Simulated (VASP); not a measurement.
All values below come from LDA (Ceperley-Alder, Perdew-Zunger), VASP's LDA PAW potentials (set 64) (plane waves; VASP).

The input files of a VASP run:

INCAR:
```
# general
SYSTEM =TiAl
PREC   =Accurate
ENCUT  =500   # plane-wave cut-off (eV)
LREAL  =F
LASPH  =T   # aspherical one-centre terms

# electronic loop
EDIFF  =1E-6
NELM   =100
ALGO   =Normal
LMAXMIX=4

# smearing
ISMEAR =1   # Methfessel-Paxton
SIGMA  =0.1

# ions
IBRION =2   # conjugate gradients
NSW    =40
ISIF   =3   # ions, shape and volume
EDIFFG =-0.02
PSTRESS=450   # kbar

# output
LWAVE  =F
LCHARG =F
```

### POSCAR
```
TiAl
1
    2.6141092616     0.0000000000     0.0000000000
    0.0000000000     2.6141092616     0.0000000000
    0.0000000000     0.0000000000     3.7797571933
Ti Al
1 1
Direct
  0.0000000000   0.0000000000   0.0000000000
  0.5000000000   0.5000000000   0.5000000000
```

KPOINTS:
```
Regular mesh
0
Gamma
14 14 10
```

POTCAR, in this order: Ti_sv Al (LDA.64 set). Program: vasp_std.

The run wrote:

OSZICAR:
```
...
DAV:   6    -0.132862918190E+02    0.11701E+01   -0.86547E+00  5696   0.357E+01    0.387E+00
DAV:   7    -0.131951951527E+02    0.91097E-01   -0.63177E-01  5360   0.955E+00    0.277E+00
DAV:   8    -0.131895266492E+02    0.56685E-02   -0.11015E-01  5253   0.348E+00    0.453E-01
DAV:   9    -0.131901835272E+02   -0.65688E-03   -0.17133E-02  6480   0.168E+00    0.268E-01
DAV:  10    -0.131906027291E+02   -0.41920E-03   -0.11603E-03  5788   0.385E-01    0.655E-02
DAV:  11    -0.131905808204E+02    0.21909E-04   -0.21796E-04  5507   0.183E-01    0.397E-02
DAV:  12    -0.131905826519E+02   -0.18315E-05   -0.21400E-05  5308   0.567E-02    0.121E-02
DAV:  13    -0.131905820156E+02    0.63633E-06   -0.10595E-06  3340   0.136E-02
   1 F= -.59359848E+01 E0= -.59361342E+01  d E =-.593598E+01
       N       E                     dE             d eps       ncg     rms          rms(c)
DAV:   1    -0.177719669674E+02   -0.45814E+01   -0.13624E+02  5169   0.181E+02    0.228E+01
DAV:   2    -0.119349307845E+02    0.58370E+01   -0.25605E+01  5217   0.810E+01    0.532E+00
DAV:   3    -0.115484814111E+02    0.38645E+00   -0.26865E+00  6403   0.143E+01    0.158E+00
DAV:   4    -0.116082292833E+02   -0.59748E-01   -0.69760E-01  5745   0.620E+00    0.114E+00
DAV:   5    -0.116748442176E+02   -0.66615E-01   -0.78704E-02  5867   0.227E+00    0.669E-01
DAV:   6    -0.117275318244E+02   -0.52688E-01   -0.10262E-01  7238   0.179E+00    0.327E-01
DAV:   7    -0.117316035887E+02   -0.40718E-02   -0.35881E-03  5092   0.537E-01    0.150E-01
DAV:   8    -0.117354190103E+02   -0.38154E-02   -0.89642E-03  6620   0.664E-01    0.325E-02
DAV:   9    -0.117356160298E+02   -0.19702E-03   -0.94065E-04  5720   0.237E-01    0.456E-02
DAV:  10    -0.117356663407E+02   -0.50311E-04   -0.19197E-04  6309   0.130E-01    0.657E-03
DAV:  11    -0.117356677502E+02   -0.14094E-05   -0.14600E-05  5042   0.352E-02    0.890E-03
DAV:  12    -0.117356675680E+02    0.18219E-06   -0.19817E-06  4121   0.177E-02
   2 F= -.56828659E+01 E0= -.56827693E+01  d E =0.253119E+00
       N       E                     dE             d eps       ncg     rms          rms(c)
DAV:   1    -0.162537496984E+02   -0.45181E+01   -0.70298E+01  5909   0.144E+02    0.192E+01
DAV:   2    -0.130533720397E+02    0.32004E+01   -0.28791E+01  5687   0.704E+01    0.348E+00
DAV:   3    -0.126756060728E+02    0.37777E+00   -0.28732E+00  5908   0.179E+01    0.779E-01
DAV:   4    -0.127536171639E+02   -0.78011E-01   -0.28939E-01  5724   0.375E+00    0.108E+00
DAV:   5    -0.128334936738E+02   -0.79877E-01   -0.11695E-01  6943   0.216E+00    0.814E-01
DAV:   6    -0.128609391623E+02   -0.27445E-01   -0.76978E-02  6631   0.224E+00    0.121E-01
DAV:   7    -0.128614746145E+02   -0.53545E-03   -0.45827E-03  5422   0.656E-01    0.955E-02
DAV:   8    -0.128617164696E+02   -0.24186E-03   -0.13139E-03  5364   0.379E-01    0.596E-02
DAV:   9    -0.128617223967E+02   -0.59271E-05   -0.25492E-04  5088   0.192E-01    0.329E-02
DAV:  10    -0.128617375931E+02   -0.15196E-04   -0.37036E-05  5197   0.661E-02    0.168E-03
DAV:  11    -0.128617379426E+02   -0.34949E-06   -0.38425E-06  4945   0.180E-02
   3 F= -.60083915E+01 E0= -.60083167E+01  d E =-.724067E-01
       N       E                     dE             d eps       ncg     rms          rms(c)
DAV:   1    -0.128488969611E+02    0.12841E-01   -0.17813E-02  5209   0.218E+00    0.284E-01
DAV:   2    -0.128481105213E+02    0.78644E-03   -0.58539E-03  5267   0.106E+00    0.649E-02
DAV:   3    -0.128479961026E+02    0.11442E-03   -0.64855E-04  5536   0.273E-01    0.192E-02
DAV:   4    -0.128480061380E+02   -0.10035E-04   -0.11444E-04  5393   0.875E-02    0.157E-02
DAV:   5    -0.128480188531E+02   -0.12715E-04   -0.16304E-05  6191   0.302E-02    0.960E-03
DAV:   6    -0.128480270866E+02   -0.82334E-05   -0.18756E-05  6802   0.239E-02    0.558E-03
DAV:   7    -0.128480280024E+02   -0.91580E-06   -0.14773E-06  3667   0.117E-02
   4 F= -.60085095E+01 E0= -.60084294E+01  d E =-.725247E-01
       N       E                     dE             d eps       ncg     rms          rms(c)
DAV:   1    -0.128401763984E+02    0.78507E-02   -0.61422E-03  5212   0.128E+00    0.166E-01
DAV:   2    -0.128399081608E+02    0.26824E-03   -0.20279E-03  5264   0.622E-01    0.378E-02
DAV:   3    -0.128398692610E+02    0.38900E-04   -0.22356E-04  5530   0.161E-01    0.106E-02
DAV:   4    -0.128398734836E+02   -0.42226E-05   -0.39339E-05  5426   0.507E-02    0.943E-03
DAV:   5    -0.128398781498E+02   -0.46662E-05   -0.56775E-06  5822   0.176E-02    0.582E-03
DAV:   6    -0.128398811364E+02   -0.29866E-05   -0.68737E-06  6295   0.146E-02    0.317E-03
DAV:   7    -0.128398814281E+02   -0.29169E-06   -0.44609E-07  2540   0.655E-03
   5 F= -.60084988E+01 E0= -.60084157E+01  d E =-.725140E-01
       N       E                     dE             d eps       ncg     rms          rms(c)
DAV:   1    -0.128544729835E+02   -0.14592E-01   -0.27987E-02  5420   0.293E+00    0.278E-01
DAV:   2    -0.128536605111E+02    0.81247E-03   -0.41429E-03  5147   0.985E-01    0.801E-02
DAV:   3    -0.128535366151E+02    0.12390E-03   -0.62087E-04  5884   0.209E-01    0.295E-02
DAV:   4    -0.128535389796E+02   -0.23645E-05   -0.13691E-04  6266   0.117E-01    0.236E-02
DAV:   5    -0.128535545380E+02   -0.15558E-04   -0.27247E-05  6489   0.513E-02    0.691E-03
DAV:   6    -0.128535577193E+02   -0.31813E-05   -0.11607E-05  6300   0.232E-02    0.527E-03
DAV:   7    -0.128535579735E+02   -0.25419E-06   -0.72673E-07  2868   0.942E-03
   6 F= -.60085925E+01 E0= -.60084985E+01  d E =-.937486E-04
       N       E                     dE             d eps       ncg     rms          rms(c)
DAV:   1    -0.128535439792E+02    0.13740E-04   -0.11817E-07  2394   0.425E-03    0.475E-04
DAV:   2    -0.128535439795E+02   -0.30491E-09   -0.36141E-08  2394   0.259E-03
   7 F= -.60085925E+01 E0= -.60084985E+01  d E =-.937588E-04
       N       E                     dE             d eps       ncg     rms          rms(c)
DAV:   1    -0.128526790053E+02    0.86497E-03   -0.54251E-03  4971   0.123E+00    0.808E-02
DAV:   2    -0.128525665644E+02    0.11244E-03   -0.42131E-04  5070   0.250E-01    0.369E-02
DAV:   3    -0.128525444023E+02    0.22162E-04   -0.55215E-05  5363   0.102E-01    0.186E-02
DAV:   4    -0.128525386470E+02    0.57553E-05   -0.93727E-06  5681   0.388E-02    0.443E-03
DAV:   5    -0.128525384575E+02    0.18946E-06   -0.11538E-06  3479   0.140E-02
   8 F= -.60086674E+01 E0= -.60085584E+01  d E =-.748775E-04
       N       E                     dE             d eps       ncg     rms          rms(c)
DAV:   1    -0.128506842850E+02    0.18544E-02   -0.48907E-02  4968   0.370E+00    0.242E-01
DAV:   2    -0.128496706773E+02    0.10136E-02   -0.35688E-03  5061   0.743E-01    0.110E-01
DAV:   3    -0.128494747079E+02    0.19597E-03   -0.47810E-04  5340   0.300E-01    0.549E-02
DAV:   4    -0.128494252511E+02    0.49457E-04   -0.80721E-05  5764   0.114E-01    0.133E-02
DAV:   5    -0.128494236574E+02    0.15937E-05   -0.11317E-05  5449   0.412E-02    0.501E-03
DAV:   6    -0.128494236344E+02    0.22952E-07   -0.50755E-07  2814   0.977E-03
   9 F= -.60088414E+01 E0= -.60086720E+01  d E =-.248916E-03
       N       E                     dE             d eps       ncg     rms          rms(c)
DAV:   1    -0.128479164983E+02    0.15072E-02   -0.19481E-01  4971   0.743E+00    0.485E-01
DAV:   2    -0.128438440286E+02    0.40725E-02   -0.14220E-02  5067   0.149E+00    0.220E-01
DAV:   3    -0.128430747037E+02    0.76932E-03   -0.18308E-03  5354   0.588E-01    0.107E-01
DAV:   4    -0.128428892464E+02    0.18546E-03   -0.30080E-04  5783   0.219E-01    0.262E-02
DAV:   5    -0.128428830635E+02    0.61829E-05   -0.45397E-05  5526   0.815E-02    0.104E-02
DAV:   6    -0.128428830168E+02    0.46722E-07   -0.25169E-06  5032   0.199E-02
  10 F= -.60090935E+01 E0= -.60088149E+01  d E =-.501032E-03
```

### OUTCAR
```
------------------------ aborting loop because EDIFF is reached ----------------------------------------
  FORCE on cell =-STRESS in cart. coord.  units (eV):
  Direction    XX          YY          ZZ          XY          YZ          ZX
  --------------------------------------------------------------------------------------
  Total        6.8388710      6.8388710      6.8072284      0.0000000      0.0000000      0.0000000
  in kB      450.3346155    450.3346155    448.2509701      0.0000000      0.0000000      0.0000000
  external PRESSURE =      -0.3599329 kB  Pullay stress =     450.0000000 kB
  volume of cell :       24.33
      direct lattice vectors                 reciprocal lattice vectors
     2.575456124  0.000000000  0.000000000     0.388280736 -0.000000000  0.000000000
    -0.000000000  2.575456124  0.000000000     0.000000000  0.388280736  0.000000000
    -0.000000000 -0.000000000  3.668186034     0.000000000 -0.000000000  0.272614309
 POSITION                                       TOTAL-FORCE (eV/Angst)
 -----------------------------------------------------------------------------------
     -0.00000     -0.00000      3.66819        -0.000000     -0.000000      0.000000
      1.28773      1.28773      1.83409         0.000000      0.000000      0.000000
 -----------------------------------------------------------------------------------
    total drift:                               -0.000000      0.000000      0.000000
  FREE ENERGIE OF THE ION-ELECTRON SYSTEM (eV)
  ---------------------------------------------------
  free  energy   TOTEN  =       -12.8428830168 eV

  energy  without entropy=      -12.8420470374  energy(sigma->0) =      -12.84260436
  enthalpy is  TOTEN    =        -6.0090935435 eV   P V=        6.8337894733

 reached required accuracy - stopping structural energy minimisation
```
(Selected blocks of OUTCAR.)

CONTCAR:
```
TiAl
   1.00000000000000
     2.5754561238363434    0.0000000000000000    0.0000000000000000
    -0.0000000000000000    2.5754561238363434    0.0000000000000000
    -0.0000000000000000   -0.0000000000000000    3.6681860341665793
  Ti              Al
     1     1
Direct
     0.0000000000000000    0.0000000000000000    1.0000000000000000
     0.5000000000000000    0.5000000000000000    0.5000000000000000
```

File OUTCAR:
```
 val. band max:       11.4082455841   @ k =   0.3571   0.2143   0.0000

 cond. band min:      11.4239376353   @ k =   0.2143   0.1429   0.5000


 Fermi energy:        11.4188660249

 k-point     1 :       0.0000    0.0000    0.0000
  band No.  band energies     occupation
      1     -43.9339      2.00000
      2     -20.7642      2.00000
      3     -19.9840      2.00000
      4     -19.9840      2.00000
      5       1.1436      2.00000
      6       8.9070      2.00000
      7      10.0541      2.00000
      8      11.8396     -0.00000
      9      14.3134      0.00000
     10      14.3134      0.00000
     11      15.9276      0.00000

 k-point     2 :       0.0714    0.0000    0.0000
  band No.  band energies     occupation
      1     -43.9253      2.00000
      2     -20.7565      2.00000
      3     -20.0440      2.00000
      4     -19.9788      2.00000
      5       1.2682      2.00000
      6       9.0152      2.00000
      7      10.1242      2.00000
      8      11.6111     -0.02035
      9      14.3400      0.00000
     10      14.5326      0.00000
     11      15.7738      0.00000

 k-point     3 :       0.1429    0.0000    0.0000
  band No.  band energies     occupation
      1     -43.9013      2.00000
      2     -20.7350      2.00000
      3     -20.2101      2.00000
      4     -19.9642      2.00000
      5       1.6357      2.00000
      6       9.3064      2.00000
      7      10.2964      2.00000
      8      11.0910      2.00004
      9      14.4154      0.00000
     10      15.0432      0.00000
     11      15.3758      0.00000

 k-point     4 :       0.2143    0.0000    0.0000
  band No.  band energies     occupation
      1     -43.8663      2.00000
      2     -20.7038      2.00000
      3     -20.4450      2.00000
      4     -19.9431      2.00000
      5       2.2297      2.00000
      6       9.6944      2.00000
      7      10.4096      2.00000
      8      10.4934      2.00000
      9      14.5269      0.00000
...
```

Energy and stress use the plane-wave basis of the starting cell.

The compound is TiAl in the L1_0 structure. This run relaxes it under an external pressure of 45 GPa. Symmetry was kept, so distortions that lower it aren't found. The electron count is odd and the run is not spin-polarised, which forces a metal.
